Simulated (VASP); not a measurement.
Consider the following.

```xyz
3
Lattice="2.0367 -3.5277 0.0000 2.0367 3.5277 0.0000 0.0000 0.0000 5.2060" Properties=species:S:1:pos:R:3 pbc="T T T"
Te     2.0367     1.1759     1.3668
Te     2.0367    -1.1759     3.8392
Pt     0.0000     0.0000     0.0000
```

These are optB86b-vdW, VASP's PBE PAW potentials (set 64) (plane waves; VASP) values and carry that method's errors. Numerical set-up: 520 eV cut-off, 10×10×7 Γ-centred mesh, tetrahedra with Blöchl corrections, potentials Te Pt.

The cores are frozen, which limits the accuracy of field gradients.

Give the principal components of the electric field gradient (V/Å²) and the asymmetry η at each nucleus.

```
atom    Vxx    Vyy    Vzz     η
----  -----  -----  -----  ----
Te1     2.0    2.0   -3.9  0.00
Te2     2.0    2.0   -3.9  0.00
Pt3   -58.4  -58.4  116.8  0.00
```

The compound is PtTe2 in the 1T layered structure. It was relaxed first.
